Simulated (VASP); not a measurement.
## Bulk modulus of wurtzite semiconductors: LDA against PBE

VASP (plane waves, PAW); cells keep the symmetry of their structure type. Static lattice, from a third-order Birch-Murnaghan fit over five volumes at each level.

Here x stands for PBE B0 and y for LDA B0.

```
solid  PBE B0 (GPa)  LDA B0 (GPa)  cut-off (eV)
-----  ------------  ------------  ------------
MgTe           34.1          39.2           520
CdSe           44.6          57.5           520
CdS            53.1          67.5           520
ZnS            69.0          85.6           520
ZnO           128.6         161.0           520
GaN           170.1         201.6           520
AlN           193.7         210.7           520
SiC           212.9         229.2           520
BN            372.6             ?           520
```

Taking a straight line for y over the 8 complete rows: With u = x - 113, the rows have u = -78.90, -68.40, -59.90, -44.00, 15.60, 57.10, 80.70, 99.90. Means: u 0.26250, y 131.54. About the means, the sum of products is 38812 and the sum of squares of u is 36423; the slope is their ratio. Least squares gives y = 131.26 + 1.06557·u. Residuals (row less fit): -7.99, -0.88, 0.07, 1.23, 13.12, 9.50, -6.55, -8.51; standard error 8.60 (degrees of freedom: 6). The slope is 1.07 with a standard error of 0.045.

Task: Estimate the missing y (x = 372.6); what did the run itself give?

Result: u = 259.60, so y = 131.26 + 1.06557 × 259.60 = 407.88 GPa. The calculation gives 401.7 GPa, 6.18 GPa below the prediction (1.7 % of the range of y in the table). The row lies outside the fitted rows, so this is an extrapolation. From the scatter of the fitted rows alone, a prediction at this place has a standard error of 14.82 GPa, so the miss is 0.4 times that.

ZnS is here the high-temperature form. SiC is here the rare 2H polytype. BN is here a metastable high-pressure form. The rows are a random draw from the solids of this series computed here; series whose standard error about the line passes 12 to 30 % of the range of y, or with no trend, aren't shown in this form.
